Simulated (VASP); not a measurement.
Output of a VASP run:

OSZICAR:
```
...
RMM:   4    -0.259438897325E+03    0.31412E-04   -0.27436E-03   658   0.879E-02    0.687E-02
RMM:   5    -0.259438931742E+03   -0.34417E-04   -0.78592E-04   653   0.473E-02    0.227E-02
RMM:   6    -0.259438927956E+03    0.37857E-05   -0.15891E-04   636   0.212E-02    0.181E-02
RMM:   7    -0.259438934028E+03   -0.60713E-05   -0.89392E-05   544   0.125E-02
   4 F= -.25943893E+03 E0= -.25943497E+03  d E =-.757625E-01  mag=     1.0000
       N       E                     dE             d eps       ncg     rms          rms(c)
DAV:   1    -0.259444752098E+03   -0.58241E-02   -0.39151E-01   696   0.106E+00    0.204E-01
RMM:   2    -0.259446892243E+03   -0.21401E-02   -0.27707E-02   644   0.255E-01    0.773E-02
RMM:   3    -0.259447313532E+03   -0.42129E-03   -0.48281E-03   701   0.106E-01    0.501E-02
RMM:   4    -0.259447301878E+03    0.11654E-04   -0.54741E-04   655   0.398E-02    0.236E-02
RMM:   5    -0.259447312240E+03   -0.10362E-04   -0.16795E-04   628   0.213E-02    0.109E-02
RMM:   6    -0.259447311881E+03    0.35846E-06   -0.30838E-05   435   0.911E-03
   5 F= -.25944731E+03 E0= -.25944352E+03  d E =-.841404E-01  mag=     1.0000
       N       E                     dE             d eps       ncg     rms          rms(c)
DAV:   1    -0.259459782966E+03   -0.12471E-01   -0.45485E-01   696   0.125E+00    0.245E-01
RMM:   2    -0.259462419128E+03   -0.26362E-02   -0.32530E-02   644   0.327E-01    0.820E-02
RMM:   3    -0.259462913336E+03   -0.49421E-03   -0.53636E-03   681   0.132E-01    0.530E-02
RMM:   4    -0.259462900553E+03    0.12783E-04   -0.65460E-04   649   0.507E-02    0.227E-02
RMM:   5    -0.259462915500E+03   -0.14947E-04   -0.18991E-04   656   0.254E-02    0.956E-03
RMM:   6    -0.259462916962E+03   -0.14626E-05   -0.38200E-05   456   0.112E-02
   6 F= -.25946292E+03 E0= -.25945924E+03  d E =-.156051E-01  mag=     1.0000
       N       E                     dE             d eps       ncg     rms          rms(c)
DAV:   1    -0.259464580671E+03   -0.16652E-02   -0.16257E-01   704   0.749E-01    0.147E-01
RMM:   2    -0.259465538499E+03   -0.95783E-03   -0.11780E-02   644   0.197E-01    0.492E-02
RMM:   3    -0.259465715450E+03   -0.17695E-03   -0.19482E-03   680   0.799E-02    0.318E-02
RMM:   4    -0.259465711965E+03    0.34847E-05   -0.24412E-04   652   0.307E-02    0.137E-02
RMM:   5    -0.259465717441E+03   -0.54760E-05   -0.67795E-05   554   0.152E-02
   7 F= -.25946572E+03 E0= -.25946210E+03  d E =-.184056E-01  mag=     1.0000
       N       E                     dE             d eps       ncg     rms          rms(c)
DAV:   1    -0.259465723162E+03   -0.11197E-04   -0.77192E-04   744   0.524E-02    0.118E-02
RMM:   2    -0.259465728946E+03   -0.57841E-05   -0.70599E-05   589   0.152E-02    0.520E-03
RMM:   3    -0.259465730462E+03   -0.15167E-05   -0.12876E-05   372   0.661E-03    0.332E-03
RMM:   4    -0.259465730716E+03   -0.25377E-06   -0.20056E-06   254   0.266E-03
   8 F= -.25946573E+03 E0= -.25946212E+03  d E =-.184188E-01  mag=     1.0000
       N       E                     dE             d eps       ncg     rms          rms(c)
DAV:   1    -0.259467123319E+03   -0.13929E-02   -0.61003E-02   680   0.463E-01    0.920E-02
RMM:   2    -0.259467449129E+03   -0.32581E-03   -0.43187E-03   644   0.120E-01    0.302E-02
RMM:   3    -0.259467512476E+03   -0.63347E-04   -0.75566E-04   693   0.491E-02    0.195E-02
RMM:   4    -0.259467510427E+03    0.20498E-05   -0.88487E-05   634   0.185E-02
   9 F= -.25946751E+03 E0= -.25946390E+03  d E =-.177971E-02  mag=     1.0000
```

File OUTCAR:
```
------------------------ aborting loop because EDIFF is reached ----------------------------------------
  FORCE on cell =-STRESS in cart. coord.  units (eV):
  Direction    XX          YY          ZZ          XY          YZ          ZX
  --------------------------------------------------------------------------------------
  Total       13.4817876     13.5053845     13.5193626     -0.0085389     -0.0223907     -0.0121860
  in kB       14.1205189     14.1452338     14.1598741     -0.0089435     -0.0234515     -0.0127634
  external PRESSURE =      14.1418756 kB  Pullay stress =       0.0000000 kB
  volume of cell :     1529.70
      direct lattice vectors                 reciprocal lattice vectors
    11.522210422  0.000000000  0.000000000     0.086788903  0.000000000  0.000000000
     0.000000000 11.522210422  0.000000000     0.000000000  0.086788903  0.000000000
     0.000000000  0.000000000 11.522210422     0.000000000  0.000000000  0.086788903
  FREE ENERGIE OF THE ION-ELECTRON SYSTEM (eV)
  ---------------------------------------------------
  free  energy   TOTEN  =      -259.4675104267 eV

  energy  without entropy=     -259.4602852850  energy(sigma->0) =     -259.46389786

 total charge

# of ion       s       p       d       tot
------------------------------------------
    1        1.073   1.143   0.126   2.342
    2        1.071   1.136   0.126   2.333
    3        1.071   1.136   0.126   2.333
    4        1.069   1.135   0.126   2.330
    5        1.071   1.136   0.126   2.333
    6        1.070   1.137   0.126   2.333
    7        1.071   1.137   0.126   2.334
    8        1.071   1.136   0.126   2.333
    9        1.073   1.140   0.127   2.340
   10        1.073   1.141   0.127   2.341
   11        1.070   1.137   0.126   2.333
   12        1.073   1.141   0.128   2.341
   13        1.071   1.137   0.126   2.333
   14        1.073   1.143   0.127   2.343
   15        1.071   1.137   0.126   2.334
   16        1.071   1.136   0.126   2.333
   17        1.073   1.141   0.127   2.341
   18        1.073   1.141   0.128   2.341
   19        1.073   1.142   0.126   2.342
   20        1.073   1.141   0.127   2.341
   21        1.073   1.140   0.127   2.340
   22        1.071   1.137   0.126   2.334
   23        1.073   1.141   0.127   2.341
   24        1.073   1.141   0.128   2.342
   25        1.071   1.136   0.126   2.333
   26        1.070   1.137   0.126   2.333
   27        1.073   1.141   0.128   2.342
   28        1.071   1.137   0.126   2.333
   29        1.073   1.142   0.128   2.343
   30        1.073   1.141   0.128   2.342
   31        1.071   1.137   0.126   2.334
   32        1.208   1.592   0.024   2.823
   33        1.208   1.591   0.024   2.823
   34        1.208   1.591   0.024   2.823
   35        1.206   1.589   0.024   2.819
   36        1.206   1.592   0.024   2.822
   37        1.206   1.593   0.024   2.823
   38        1.206   1.589   0.024   2.820
   39        1.206   1.592   0.024   2.822
   40        1.218   1.571   0.024   2.814
   41        1.206   1.592   0.024   2.822
   42        1.206   1.592   0.024   2.822
   43        1.206   1.592   0.024   2.822
   44        1.206   1.589   0.024   2.820
   45        1.208   1.592   0.024   2.823
   46        1.208   1.591   0.024   2.823
   47        1.206   1.592   0.024   2.822
   48        1.218   1.571   0.024   2.814
...
```
(Selected blocks of OUTCAR.)

File POSCAR:
```
Ga31SnAs32
1
   11.5222104216     0.0000000000     0.0000000000
    0.0000000000    11.5222104216    -0.0000000000
   -0.0000000000    -0.0000000000    11.5222104216
Ga As Sn
31 32 1
Direct
  0.5000000000   0.0000000000   0.0000000000
  0.7500000000   0.2500000000   0.0000000000
  0.7500000000   0.0000000000   0.2500000000
  0.0000000000   0.0000000000   0.0000000000
  0.2500000000   0.2500000000   0.0000000000
  0.5000000000   0.5000000000   0.0000000000
  0.7500000000   0.7500000000   0.0000000000
  0.2500000000   0.0000000000   0.2500000000
  0.5000000000   0.2500000000   0.2500000000
  0.7500000000   0.5000000000   0.2500000000
  0.5000000000   0.0000000000   0.5000000000
  0.7500000000   0.2500000000   0.5000000000
  0.7500000000   0.0000000000   0.7500000000
  0.0000000000   0.5000000000   0.0000000000
  0.2500000000   0.7500000000   0.0000000000
  0.0000000000   0.2500000000   0.2500000000
  0.2500000000   0.5000000000   0.2500000000
  0.5000000000   0.7500000000   0.2500000000
  0.0000000000   0.0000000000   0.5000000000
  0.2500000000   0.2500000000   0.5000000000
  0.7500000000   0.7500000000   0.5000000000
  0.2500000000   0.0000000000   0.7500000000
  0.5000000000   0.2500000000   0.7500000000
  0.7500000000   0.5000000000   0.7500000000
  0.0000000000   0.7500000000   0.2500000000
  0.0000000000   0.5000000000   0.5000000000
  0.2500000000   0.7500000000   0.5000000000
  0.0000000000   0.2500000000   0.7500000000
  0.2500000000   0.5000000000   0.7500000000
  0.5000000000   0.7500000000   0.7500000000
  0.0000000000   0.7500000000   0.7500000000
  0.6250000000   0.1250000000   0.1250000000
  0.8750000000   0.3750000000   0.1250000000
  0.8750000000   0.1250000000   0.3750000000
  0.1250000000   0.1250000000   0.1250000000
  0.3750000000   0.3750000000   0.1250000000
  0.6250000000   0.6250000000   0.1250000000
  0.8750000000   0.8750000000   0.1250000000
  0.3750000000   0.1250000000   0.3750000000
  0.6254130000   0.3791350000   0.3785160000
  0.8750000000   0.6250000000   0.3750000000
  0.6250000000   0.1250000000   0.6250000000
  0.8750000000   0.3750000000   0.6250000000
  0.8750000000   0.1250000000   0.8750000000
  0.1250000000   0.6250000000   0.1250000000
  0.3750000000   0.8750000000   0.1250000000
  0.1250000000   0.3750000000   0.3750000000
  0.3759360000   0.6266890000   0.3753570000
  0.6250000000   0.8750000000   0.3750000000
  0.1250000000   0.1250000000   0.6250000000
  0.3760740000   0.3791450000   0.6264650000
  0.6228940000   0.6213760000   0.6265390000
  0.8750000000   0.8750000000   0.6250000000
  0.3750000000   0.1250000000   0.8750000000
  0.6250000000   0.3750000000   0.8750000000
  0.8750000000   0.6250000000   0.8750000000
  0.1250000000   0.8750000000   0.3750000000
  0.1250000000   0.6250000000   0.6250000000
  0.3750000000   0.8750000000   0.6250000000
  0.1250000000   0.3750000000   0.8750000000
  0.3750000000   0.6250000000   0.8750000000
  0.6250000000   0.8750000000   0.8750000000
  0.1250000000   0.8750000000   0.8750000000
  0.4995300000   0.4975620000   0.5034130000
```

Problem. Write an INCAR and KPOINTS that could have produced this output.

Solution. This is not unique; one that fits is the input of the run itself, PBE GGA, plane waves, VASP's PBE PAW potentials (set 64).

### INCAR
```
SYSTEM = Ga31SnAs32
PREC = Normal
ENCUT = 400
EDIFF = 1E-5
NELM = 100
ALGO = Fast
LREAL = Auto
LASPH = .TRUE.
ISMEAR = 0
SIGMA = 0.05
GGA = PE
LMAXMIX = 4
LWAVE = .TRUE.
LCHARG = .FALSE.
NELMIN = 4
ISYM = 0
ISPIN = 2
NUPDOWN = 1
MAGMOM = 64*0.0156
LORBIT = 10
IBRION = 2
ISIF = 2
NSW = 60
EDIFFG = -0.03
```

**KPOINTS**
```
Automatic mesh
0
Gamma
1 1 1
0 0 0
```

POTCAR, in this order: Ga As Sn (PBE.64 set). Program: vasp_gam.

The supercell is sampled at Γ alone, which is coarse: total energies, pressure and levels can be off, energies of defects by several tenths of an eV.

The cell is a supercell with a defect, built from GaAs (zinc blende): Sn_Ga.
